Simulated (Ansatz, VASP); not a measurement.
**BiB in two plane-wave programs**

One calculation is typed for both programs; each brings its own data sets. How far apart do they land? The cell is generated by rule, not measured, and may not be a known phase. The two relaxations start from unlike cells of this crystal (the structure described is Ansatz's start), so only their ends are compared.

Method: plane waves, with VASP 6.6.1 beside it; LDA, in Ansatz 0.2.0.

The structure was built from a prototype and need not be the compound's stable phase.

### 1. The structure

It takes space group P6_3mc (No. 186, hexagonal). Conventional cell: a = 4.164 Å, b = 4.164 Å, c = 5.328 Å, α = 90.00°, β = 90.00°, γ = 120.00°. Nearest to B lie 5 Bi at 2.42 to 2.90 Å. Nearest to Bi lie 5 B at 2.42 to 2.90 Å. Farther neighbours are not listed.

Structure file:

```xyz
4
Lattice="4.1640 0.0000 0.0000 -2.0820 3.6061 0.0000 0.0000 0.0000 5.3278" Properties=species:S:1:pos:R:3 pbc="T T T"
B     0.0000    2.4041    1.1119
B     2.0820    1.2020    3.7758
Bi    2.0820    1.2020    1.3433
Bi    0.0000    2.4041    4.0072
```

### 2. VASP: relaxation of cell and atoms, LDA

The relaxed volume is the usual yardstick between codes: in a stiff, nearly cubic crystal its relative difference is about their pressure difference at one cell divided by the bulk modulus.

Lines of VASP's logs that name or quote its potential files are left out, and so is its time.

INCAR reads:

```
SYSTEM = BiB
PREC = Accurate
ENCUT = 500
EDIFF = 1E-07
NELM = 120
ISMEAR = 1
SIGMA = 0.15
LREAL = .FALSE.
ALGO = Normal
GGA = CA
NBANDS = 24
LORBIT = 11
LWAVE = .FALSE.
LCHARG = .FALSE.
ISIF = 3
IBRION = 2
NSW = 80
EDIFFG = -0.005
LASPH = .TRUE.
GGA_COMPAT = .FALSE.
NELMIN = 4
EFERMI = MIDGAP
KPAR = 2
```

POSCAR reads:

```
BiB
1.0
    3.8106211265     -0.0000027356      0.0000000000
   -1.9053082669      3.3000958129      0.0000000000
    0.0000000000      0.0000000000      6.2799776818
B Bi
2 2
Direct
    0.3333333672      0.6666665742      0.1677382894
    0.6666666328      0.3333334258      0.6677382894
    0.6666666328      0.3333334258      0.2931046884
    0.3333333672      0.6666665742      0.7931046884
```

KPOINTS reads:

```
Automatic mesh
0
Gamma
12 12 8
0 0 0
```

PAW data sets: B and Bi_d (LDA family, release 64).

Command:

```console
$ mpirun -np 2 vasp_std
```

Numbers of over 12 decimals in the logs are rounded to 6 here.

The program printed:

```text
[banner, memory and clock lines left out]
running    2 mpi-ranks, on    1 nodes
 distrk:  each k-point on    1 cores,    2 groups
 distr:  one band on    1 cores,    1 groups

 POSCAR found type information on POSCAR B Bi
 POSCAR found :  2 types and       4 ions
 LDA part: xc-table for (Slater(with rela. corr.)+CA(PZ))
 , standard interpolation
 POSCAR, INCAR and KPOINTS ok, starting setup
 FFT: planning ... GRIDC
 FFT: planning ... GRID_SOFT
 FFT: planning ... GRID
 WAVECAR not read
 entering main loop
       N       E                     dE             d eps       ncg     rms          rms(c)
DAV:   1     0.349688571815E+03    0.34969E+03   -0.18636E+04  4568   0.174E+03
DAV:   2     0.883943128745E+01   -0.34085E+03   -0.33386E+03  4768   0.463E+02
DAV:   3    -0.215395741511E+02   -0.30379E+02   -0.30035E+02  5896   0.150E+02
DAV:   4    -0.224864986373E+02   -0.94692E+00   -0.94614E+00  5416   0.295E+01
DAV:   5    -0.225247929216E+02   -0.38294E-01   -0.38344E-01  6680   0.531E+00    0.562E+00
DAV:   6    -0.209253357737E+02    0.15995E+01   -0.45565E+00  5760   0.117E+01    0.194E+00
DAV:   7    -0.208605716244E+02    0.64764E-01   -0.53703E-01  5600   0.324E+00    0.998E-01
DAV:   8    -0.208411397026E+02    0.19432E-01   -0.70947E-02  6192   0.216E+00    0.193E-01
DAV:   9    -0.208392395164E+02    0.19002E-02   -0.93170E-03  6640   0.810E-01    0.692E-02
DAV:  10    -0.208392784593E+02   -0.38943E-04   -0.85661E-04  6080   0.232E-01    0.275E-02
DAV:  11    -0.208392757203E+02    0.27390E-05   -0.96005E-05  6600   0.896E-02    0.609E-03
DAV:  12    -0.208392752560E+02    0.46426E-06   -0.57383E-06  6112   0.164E-02    0.139E-03
DAV:  13    -0.208392753063E+02   -0.50269E-07   -0.21736E-07  5056   0.380E-03
   1 F= -.20839275E+02 E0= -.20839337E+02  d E =-.208393E+02
 curvature:   0.00 expect dE= 0.000E+00 dE for cont linesearch  0.000E+00
 trial: gam= 0.00000 g(F)=  0.297E-05 g(S)=  0.307E-04 ort = 0.000E+00 (trialstep = 0.100E+01)
 search vector abs. value=  0.337E-04
 bond charge predicted
       N       E                     dE             d eps       ncg     rms          rms(c)
DAV:   1    -0.208394584355E+02   -0.18318E-03   -0.57715E-03  5552   0.828E-01    0.622E-02
DAV:   2    -0.208393343091E+02    0.12413E-03   -0.36153E-04  5728   0.260E-01    0.325E-02
DAV:   3    -0.208392901860E+02    0.44123E-04   -0.15125E-04  6440   0.169E-01    0.657E-03
DAV:   4    -0.208392911142E+02   -0.92823E-06   -0.23877E-05  5464   0.484E-02    0.267E-03
DAV:   5    -0.208392910780E+02    0.36235E-07   -0.14678E-06  7544   0.141E-02    0.103E-03
DAV:   6    -0.208392910601E+02    0.17889E-07   -0.15902E-07  3144   0.677E-03
   2 F= -.20839291E+02 E0= -.20839354E+02  d E =-.157538E-04
 trial-energy change:   -0.000016  1 .order   -0.000015   -0.000034    0.000003
 step:   0.9167(harm=  0.9093)  dis= 0.00017  next Energy=   -20.839291 (dE=-0.159E-04)
 reached required accuracy - stopping structural energy minimisation
```

Parts of OUTCAR (step 2):

```text
ion  position               nearest neighbor table
   1  0.333  0.667  0.168-   3 2.34   3 2.34   3 2.34   4 2.35
   2  0.667  0.333  0.668-   4 2.34   4 2.34   4 2.34   3 2.35
   3  0.667  0.333  0.293-   1 2.34   1 2.34   1 2.34   2 2.35   4 3.83   4 3.83   4 3.83   4 3.83
                             4 3.83   4 3.83
   4  0.333  0.667  0.793-   2 2.34   2 2.34   2 2.34   1 2.35   3 3.83   3 3.83   3 3.83   3 3.83
                             3 3.83   3 3.83

  LATTYP: Found a hexagonal cell.
 ALAT       =     3.8106211265
 C/A-ratio  =     1.6480194365

 Subroutine GETGRP returns: Found 12 space group operations
 (whereof  6 operations were pure point group operations)

The static configuration has the point symmetry C_3v.
 The point group associated with its full space group is C_6v.

 Found     95 irreducible k-points:

   k-points           NKPTS =     95   k-points in BZ     NKDIM =     95   number of bands    NBANDS=     24

   dimension x,y,z NGX =    28 NGY =   28 NGZ =   48
   dimension x,y,z NGXF=    56 NGYF=   56 NGZF=   96

   ENCUT  =  500.0 eV  36.75 Ry    6.06 a.u.   6.95  6.95 11.45*2*pi/ulx,y,z

   NELECT =      36.0000    total number of electrons

 k-points in reciprocal lattice and weights: Automatic mesh
   0.00000000  0.00000000  0.00000000       0.001
   0.08333333  0.00000000  0.00000000       0.005
   0.16666667 -0.00000000  0.00000000       0.005
   0.25000000 -0.00000000  0.00000000       0.005
   0.33333333 -0.00000000  0.00000000       0.005
   0.41666667 -0.00000000  0.00000000       0.005
   0.50000000 -0.00000000  0.00000000       0.003
   0.08333333  0.08333333  0.00000000       0.005
   0.16666667  0.08333333  0.00000000       0.010
[...]
0.33333333  0.25000000  0.50000000       0.010
   0.33333333  0.33333333  0.50000000       0.002

 average (electrostatic) potential at core
       1 -31.2498       2 -31.2498       3-103.7015       4-103.7015

 E-fermi :   7.7371

 k-point     1 :       0.0000    0.0000    0.0000
  band No.  band energies     occupation
    ...
     14       5.8293      2.00000
     15       5.8293      2.00000
     16       7.3841      2.00436
     17       7.6264      1.94484
     18       7.6264      1.94479
     19       7.8740     -0.02717
     20       8.3955     -0.00000
     21      10.1795     -0.00000
     22      10.1795     -0.00000
     23      10.6373     -0.00000
    ...

 k-point     2 :       0.0833    0.0000    0.0000
  band No.  band energies     occupation
    ...
     14       5.0344      2.00000
     15       5.6320      2.00000
     16       6.6841      2.00000
     17       7.2253      2.00002
     18       7.4557      2.02338
     19       8.4436     -0.00000
     20       8.8693     -0.00000
     21      10.0394     -0.00000
     22      10.4074     -0.00000
     23      10.9229      0.00000
    ...

 k-point     3 :       0.1667   -0.0000    0.0000
  band No.  band energies     occupation
    ...
     14       3.7188      2.00000
     15       5.1788      2.00000
     16       5.2354      2.00000
     17       6.7566      2.00000
     18       7.0448      2.00000
     19       8.7151     -0.00000
     20       9.2761     -0.00000
     21      10.4189     -0.00000
     22      10.9210      0.00000
     23      11.1956      0.00000
    ...

  Total       -0.0006789     -0.0006789     -0.0116302      0.0000000     -0.0000000      0.0000000
  in kB       -0.0137656     -0.0137656     -0.2358331      0.0000000     -0.0000000      0.0000000
  external PRESSURE =      -0.0877881 kB  Pullay stress =       0.0000000 kB

  energy-cutoff  :      500.00
  volume of cell :       79.01
      direct lattice vectors                 reciprocal lattice vectors
     3.810400456 -0.000002735  0.000000000     0.262439716  0.151519407 -0.000000000
    -1.905197932  3.299904706  0.000000000     0.000000218  0.303039179 -0.000000000
     0.000000000  0.000000000  6.283763779     0.000000000  0.000000000  0.159140292

 POSITION                                       TOTAL-FORCE (eV/Angst)
 -----------------------------------------------------------------------------------
      0.00000      2.19994      1.05384        -0.000000     -0.000000     -0.004722
      1.90520      1.09997      4.19572        -0.000000     -0.000000     -0.004722
      1.90520      1.09997      1.84199         0.000000     -0.000000      0.004722
      0.00000      2.19994      4.98387        -0.000000      0.000000      0.004722
 -----------------------------------------------------------------------------------
    total drift:                                0.000028     -0.000142     -0.000541

  FREE ENERGIE OF THE ION-ELECTRON SYSTEM (eV)
  ---------------------------------------------------
  free  energy   TOTEN  =       -20.8392910601 eV

  energy  without entropy=      -20.8394796187  energy(sigma->0) =      -20.83935391

 reached required accuracy - stopping structural energy minimisation

 total charge
# of ion       s       p       d       tot
------------------------------------------
    1        0.662   1.046   0.000   1.708
    2        0.662   1.046   0.000   1.708
    3        1.417   1.663   9.969  13.049
    4        1.417   1.663   9.969  13.049
--------------------------------------------------
tot          4.159   5.417  19.937  29.513

[... 3 further parts left out ...]
```

CONTCAR:

```
BiB
   1.00000000000000
     3.8104004557075881   -0.0000027354367185    0.0000000000000000
    -1.9051979316325616    3.2999047063504965    0.0000000000000000
     0.0000000000000000    0.0000000000000000    6.2837637788586722
  B               Bi
     2     2
Direct
     0.3333333671999981    0.6666665742000006    0.1677081532977940
     0.6666666328000019    0.3333334257999994    0.6677081532977940
     0.6666666328000019    0.3333334257999994    0.2931348245022047
     0.3333333671999981    0.6666665742000006    0.7931348245022047
```

### 3. Ansatz: relaxation of cell and atoms, LDA

Ansatz runs on its default PAW (the set named soft_2) files.

Its own start cell and the same functional (in two slightly different forms), mesh and smearing now go to Ansatz, which takes its cutoff from its data sets.

input.yaml reads:

```yaml
crystal:
  lattice:
    - [4.1640065608, -2.9013e-06, 0.0]
    - [-2.0820007678, 3.6061369139, 0.0]
    - [0.0, 0.0, 5.3277799398]
  atoms:
    - { symbol: B, position: [0.3333333333, 0.6666666667, 0.2087070032] }
    - { symbol: B, position: [0.6666666667, 0.3333333333, 0.7087070032] }
    - { symbol: Bi, position: [0.6666666667, 0.3333333333, 0.2521359768] }
    - { symbol: Bi, position: [0.3333333333, 0.6666666667, 0.7521359768] }
kpoints:
  mp_grid: { grid: [12, 12, 8] }
hamiltonian:
  xc: lda
scf:
  occupations: { method: methfessel_paxton, width: 0.15 }
output:
  forces: true
  stress: true
  eigenvalues: true
relax:
  adjacent_minimum: "off"
  f_tol: 0.002
  max_steps: 120
  cell: { stress_tol: 0.03 }
```

Command:

```console
$ ansatz run input.yaml --threads 4 --pin off --max-ram 7168MiB --backend cpu --events-out ev --progress --plain --runs-dir out
```

The program printed:

```text
Engine: ansatz 0.2.0, aarch64-unknown-linux-gnu
Pseudopotentials: kind: paw
Pseudopotential: B, paw, valence charge 3, recommended cutoff 420 eV (normal), B.paw.azcp
Pseudopotential: Bi, paw, valence charge 15, recommended cutoff 420 eV (normal), Bi.paw.azcp
Functional definition: SPW92
  exchange = slater_x
  correlation = pw_c
Crystal: 4 atoms, lattice volume = 80.002 Å³
Basis set: ecut = 420 eV, 1535 PW (Γ)
Bands: 22, of which v1, the nominal top of the filled ones, is band 18 counted from 1 (17 counted from 0)
Symmetry: 12 space group operations
Space group: P63mc (ITA 186), of the structure as read, at distance tolerance 4.3e-5 Å
k-points: 95 of 1152 (time reversal used)
Non-local potential: B, projectors of the file, l = 0: 2, l = 1: 2, l = 2: 1
Non-local potential: Bi, projectors of the file, l = 0: 2, l = 1: 2, l = 2: 2, l = 3: 2
PAW form: soft (Blöchl's): semilocal exchange-correlation on the pseudo side does not see the compensation charge
PAW frozen core: B, regenerated for the run's functional, and the local potential with it (the file was generated under x = pbe(κ = 0.804, μ = 0.219515), c = pbe(β = 0.066725))
PAW frozen core: Bi, regenerated for the run's functional, and the local potential with it (the file was generated under x = pbe(κ = 0.804, μ = 0.219515), c = pbe(β = 0.066725))
PAW one-centre angular grid: B, 110 points (default); XC on 64 Gauss nodes
PAW one-centre angular grid: Bi, 590 points (default); XC on 64 Gauss nodes
Initial density: superposition of atomic densities (neutral atoms: chi_scale 0, normalization atom), corrected by the library's trained network
Initial wavefunctions: pseudopotential atomic-orbital guess
Functional: x = slater, c = lda
SCF iter   1: F=—  HF=-24466.499378 eV  |F-HF|=—  |Δ(HF+E_count)|=         —  Δρ=7.63e-3  dr2=6.50e-2  ethr=1.77e-3  ⟨swp⟩=5.2  Hψ=9930  notcnv=0
preconditioner: auto → LDOS  [metal: Δε(μ)=0.057 eV  Ē_g=17.803 eV  σ=0.150 eV  W_gap=0.32  n_scr=22 (ndim 8)  ℏωp=24.9 eV  f_vac=0.019  D(μ)=1.58/eV (n_scr^D=8)  β→1.0]
SCF iter   2: F=—  HF=-24466.480064 eV  |F-HF|=—  |Δ(HF+E_count)|=   1.93e-2  S|Δr|=    0.00e0  Δρ=1.67e-3  dr2=1.43e-3  ethr=1.81e-4  ⟨swp⟩=2.2  Hψ=3378  notcnv=0
SCF iter   3: F=—  HF=-24466.479962 eV  |F-HF|=—  |Δ(HF+E_count)|=   1.01e-4  S|Δr|=    0.00e0  Δρ=6.98e-4  dr2=4.41e-4  ethr=3.98e-6  ⟨swp⟩=2.0  Hψ=3809  notcnv=0
SCF iter   4: F=—  HF=-24466.479796 eV  |F-HF|=—  |Δ(HF+E_count)|=   1.66e-4  S|Δr|=    0.00e0  Δρ=1.65e-4  dr2=2.30e-5  ethr=1.23e-6  ⟨swp⟩=2.0  Hψ=3657  notcnv=0
SCF iter   5: F=—  HF=-24466.479785 eV  |F-HF|=—  |Δ(HF+E_count)|=   1.07e-5  S|Δr|=    0.00e0  Δρ=3.79e-5  dr2=1.54e-6  ethr=6.39e-8  ⟨swp⟩=3.0  Hψ=3940  notcnv=0
SCF iter   6: F=-24466.479785 eV  HF=-24466.479785 eV  |F-HF|=1.14e-8  |Δ(HF+E_count)|=   4.64e-7  S|Δr|=    0.00e0  Δρ=5.92e-6  dr2=2.26e-8  ethr=2.78e-10  ⟨swp⟩=4.6  Hψ=11224  notcnv=0
SCF 1 converged in 6 iterations: F = -24466.479785 eV  dr2 = 2.26e-8
  greatest PAW one-centre occupation: 0.988 electrons in one spin orbital (limit 2), on the Bi atom at site 2 (counted from 0), in its partial waves of l = 2
relax step   1: F+E_penalty+E_count = -24466.47978495 eV  Δ(F+E_penalty+E_count) = +0.000e0 eV  max|allowed force component| = 2.167e-2 eV/Å  Δτ_max = 0.0000 Å  P = +0.590 GPa  Ω = 80.002 Å³  (6 SCF iters, dr2 threshold 1.00e-7 eV, accepted)
[...]
relax step  10: F+E_penalty+E_count = -24468.03756854 eV  Δ(F+E_penalty+E_count) = -9.135e-4 eV  max|allowed force component| = 5.056e-4 eV/Å  Δτ_max = 0.0020 Å  P = +0.038 GPa  Ω = 78.886 Å³  energy of the carried Pulay correction = -1.230e-4 eV  (4 SCF iters, dr2 threshold 4.00e-7 eV, accepted)
[...]
relax step  11: F+E_penalty+E_count = -24468.03756530 eV  Δ(F+E_penalty+E_count) = +3.246e-6 eV  max|allowed force component| = 6.865e-5 eV/Å  Δτ_max = 0.0002 Å  P = +0.003 GPa  Ω = 78.917 Å³  energy of the carried Pulay correction = -1.394e-4 eV  (4 SCF iters, dr2 threshold 2.82e-8 eV, accepted)
[...]
relax step  12: F+E_penalty+E_count = -24468.03770981 eV  Δ(F+E_penalty+E_count) = -1.445e-4 eV  max|allowed force component| = 5.045e-5 eV/Å  Δτ_max = 0.0000 Å  P = +0.005 GPa  Ω = 78.917 Å³  stress off target by 9.00e-3 GPa  SCF on the basis re-selected at this cell (its energy is not comparable with the rows above)  (5 SCF iters)
basis re-selected at this cell: Δ(F+E_penalty+E_count) = -1.445e-4 eV, ΔP = +0.001 GPa vs the last step (what re-selecting the basis moved, of the pressure what is left beyond the Pulay correction that the steps carried, after the strain that the cell walked since its last selection, with what the two solves' SCF thresholds leave and, on support functions, any second-order correction that the steps lacked; it is no m [...]
SCF converged after 5 iterations
Stability not checked: this state was not tested for a lower state beside it, because cold or Methfessel-Paxton smearing, or corrected tetrahedra, fill the levels in a way that the test cannot read (fill_not_monotonic; see scf.lower_state_search)
Free energy (F): -24468.037710 eV
Harris-Foulkes:  -24468.037710 eV  (|F-HF|=3.64e-12)
Internal energy: -24468.037900 eV  (E = F + TS)
E sigma→0 (E₀):  -24468.037757 eV
Entropy (-TS):   0.000190 eV (0.048 meV/atom)
Fermi energy:    11.201728 eV
Step filling:    the computed levels leave a gap of 0.2363 eV = 1.6 smearing widths at the electron count; against every level under it full and every level over it empty, smearing changes F+E_penalty+E_count by +0.055 meV and its σ→0 estimate by +7.94e-3 meV
--- Per-component energies (eV) ---
  E_band       = -165.886854
  E_kinetic    = 701.962468
  E_local      = -3044.628861  (includes V_loc(G=0)·N_el)
  E_nonlocal   = 1152.511243
  E_hartree    = 987.241642
  E_xc         = -361.201987
  E_vxc        = -361.113930  (∫ρ·V_xc dr)
  E_paw        = -20854.900664  (= ΣΔE_a)
  E_vpaw       = -589.100035  (= ΣTr[D̂ρ^β])
  E_aug_tail   = -0.001028  (compensation charges beyond the density's cutoff)
  E_ewald      = -3049.102612
  E_core_change = 0.081899  (= ΣΔE_core)
  E_smearing   = 0.000190  (= −TS)
  E_closure    = -0.000000  (closes the sum)
  Σ components = -24468.037710   (vs F -24468.037710, Δ=0.00e0)
--- Forces (eV/Å), atoms counted from 1 ---
  atom   1  B      0.00000000    -0.00000000     0.00005045
  atom   2  B     -0.00000000     0.00000000     0.00005045
  atom   3  Bi    -0.00000000     0.00000000    -0.00005046
  atom   4  Bi    -0.00000000    -0.00000000    -0.00005046
  max |Σ_I F_I| component: 1.62e-9 eV/Å
--- Stress (GPa, compression-positive) ---
        0.008999       0.000000       0.000000
        0.000000       0.008999       0.000000
        0.000000       0.000000      -0.004268
  P = ⅓ Tr σ = 0.0046 GPa (0.046 kbar)
--- Band table (eV; the first three rows and the last of 95) ---
  k-point 0: bands = [... 14 lower, 9.2950, 10.8486, 11.0944, 11.0944, 11.3307, 11.8380, 13.6489, 13.6489]
  k-point 1: bands = [... 14 lower, 9.3436, 10.0297, 10.9839, 10.9839, 11.3733, 12.4024, 13.7553, 13.7553]
  k-point 2: bands = [... 14 lower, 9.4870, 9.4870, 10.7075, 10.7075, 11.5012, 12.6450, 14.0284, 14.0284]
  k-point 94: bands = [... 14 lower, 5.9431, 5.9431, 8.6230, 8.6230, 12.5847, 12.5847, 15.0202, 15.0202]
--- Relaxed structure (10 steps of the walk, 10 accepted, 2 SCFs on fresh bases) ---
  F+E_penalty+E_count = -24468.03770981 eV   max|allowed force component| = 5.045e-5 eV/Å   (the final SCF, on the basis selected at the relaxed cell)
  cell:  # Å, volume = 78.9167 Å³
    - [3.808768, -2.6537852851583352e-6, 0]
    - [-1.904382, 3.298491, 0]
    - [0, 0, 6.281582]
  atoms:
    - { symbol: B, position: [0.333333, 0.666667, 0.167664] }
    - { symbol: B, position: [0.666667, 0.333333, 0.667664] }
    - { symbol: Bi, position: [0.666667, 0.333333, 0.293179] }
    - { symbol: Bi, position: [0.333333, 0.666667, 0.793179] }
```

### 4. Comparison

Known differences besides the potentials themselves: the two LDA forms differ slightly; the cutoff is 420 eV in Ansatz and 500 eV in VASP; VASP's log shows a relativistic correction to its local exchange, Ansatz's none; Ansatz adds a Pulay correction to the stress that steers its cell, VASP none. Total energies have different zeros and are not compared.

Both answers:

| quantity | Ansatz | VASP | difference |
| --- | --- | --- | --- |
| volume (Å³) | 78.92 | 79.01 | -0.12 % |
| edge a after relaxation, in the typed setting (Å) | 3.809 | 3.810 | -0.04 % |
| edge c after relaxation, in the typed setting (Å) | 6.282 | 6.284 | -0.04 % |

### 5. What came out

```json
{
 "difference in volume (relaxation of cell and atoms, LDA)": "-0.12 %"
}
```

**Reading.** The difference in volume is -0.12 % (relaxation of cell and atoms, LDA), within the 1.2 % picked in this series as the mark of a large difference, as far as the stopping tolerances let one tell. 1 further pair of this series is not shown here. How closely two codes agree says nothing of how well the functional describes the real material.

[Lines on the potential files, build, host, timing and source positions are cut from VASP's logs without a mark.]

[Logs are printed without paths, hosts, clocks, repeated set-up lines and the standing remarks that a program may print on its own settings, such as how far it seeks lower states.]

[Hosts, paths, dates, database ids (printed as entryN), source tags and the programs' standing remarks are cut or masked in the printed files.]
